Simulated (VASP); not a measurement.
Computed with PBE GGA, VASP's PBE PAW potentials (set 64) (plane waves; VASP 6.6.1).

The input files of a VASP run:

**INCAR**
```
# general
SYSTEM =RuSe
PREC   =Accurate
ENCUT  =400
LREAL  =.FALSE.
LASPH  =.TRUE.

# electronic loop
EDIFF  =1E-6
NELM   =100
ALGO   =Normal
LMAXMIX=4

# smearing
ISMEAR =0
SIGMA  =0.05

# functional
GGA    =PE

# ions
ISIF   =2

# output
LWAVE  =.FALSE.
LCHARG =.FALSE.
```

**POSCAR**
```
RuSe
6.6601180
  0.5000000000   0.0000000000   0.0000000000
 -0.2500000751   0.4330127484   0.0000000000
  0.0000000000   0.0000000000   0.4879752881
Ru Se
1 1
Cart
  0.0000000000   0.0000000000   0.0000000000
  0.2500002250   0.1443374385   0.2439876441
```

File KPOINTS:
```
Regular mesh
0
G
  3 3 3
```

POTCAR, in this order: Ru_pv Se (PBE.64 set). Program: vasp_std.

The resulting files:

File OSZICAR:
```
       N       E                     dE             d eps       ncg     rms          rms(c)
DAV:   1     0.122437035437E+03    0.12244E+03   -0.10252E+04   176   0.114E+03
DAV:   2    -0.929036002738E+01   -0.13173E+03   -0.12900E+03   204   0.313E+02
DAV:   3    -0.124329229611E+02   -0.31426E+01   -0.31350E+01   180   0.506E+01
DAV:   4    -0.124518884570E+02   -0.18965E-01   -0.18962E-01   218   0.415E+00
DAV:   5    -0.124522203812E+02   -0.33192E-03   -0.33192E-03   198   0.492E-01    0.134E+01
DAV:   6    -0.123208145487E+02    0.13141E+00   -0.73086E-01   168   0.931E+00    0.663E+00
DAV:   7    -0.122870551425E+02    0.33759E-01   -0.17657E-01   174   0.456E+00    0.418E+00
DAV:   8    -0.122733014617E+02    0.13754E-01   -0.54500E-02   186   0.247E+00    0.210E-01
DAV:   9    -0.122730583430E+02    0.24312E-03   -0.21423E-03   192   0.341E-01    0.789E-02
DAV:  10    -0.122730377938E+02    0.20549E-04   -0.25854E-04   192   0.173E-01    0.281E-02
DAV:  11    -0.122730388646E+02   -0.10708E-05   -0.13672E-05   204   0.385E-02    0.494E-03
DAV:  12    -0.122730385909E+02    0.27371E-06   -0.75444E-07   114   0.872E-03
   1 F= -.12273039E+02 E0= -.12270782E+02  d E =-.451405E-02
```

OUTCAR:
```
------------------------ aborting loop because EDIFF is reached ----------------------------------------
  FORCE on cell =-STRESS in cart. coord.  units (eV):
  Direction    XX          YY          ZZ          XY          YZ          ZX
  --------------------------------------------------------------------------------------
  Total        1.8560502      1.8560506      2.1269078     -0.0000003      0.0000000      0.0000000
  in kB       95.2765460     95.2765664    109.1804700     -0.0000165      0.0000000      0.0000000
  external PRESSURE =      99.9111941 kB  Pullay stress =       0.0000000 kB
  volume of cell :       31.21
      direct lattice vectors                 reciprocal lattice vectors
     3.330059000  0.000000000  0.000000000     0.300294980  0.173375421  0.000000000
    -1.665030000  2.883916000  0.000000000     0.000000000  0.346750738  0.000000000
     0.000000000  0.000000000  3.249973000     0.000000000  0.000000000  0.307694864
 POSITION                                       TOTAL-FORCE (eV/Angst)
 -----------------------------------------------------------------------------------
      0.00000      0.00000      0.00000         0.000000      0.000000      0.000000
      1.66503      0.96130      1.62499        -0.000000      0.000000      0.000000
 -----------------------------------------------------------------------------------
    total drift:                               -0.000414      0.000228      0.000000
  FREE ENERGIE OF THE ION-ELECTRON SYSTEM (eV)
  ---------------------------------------------------
  free  energy   TOTEN  =       -12.2730385909 eV

  energy  without entropy=      -12.2685245445  energy(sigma->0) =      -12.27078157
```
(Selected blocks of OUTCAR.)

The structure was generated: RuSe was put into the WC type (P-6m2), which need not be its known phase. The cell was not relaxed at this level. The k-mesh is coarse (spacing up to 0.73 per Å, 2π included), so the numbers may not be converged in it. The run is one of a series of settings (KPOINTS 3×3×3 Γ-centred mesh against the base run), some of them coarse on purpose.
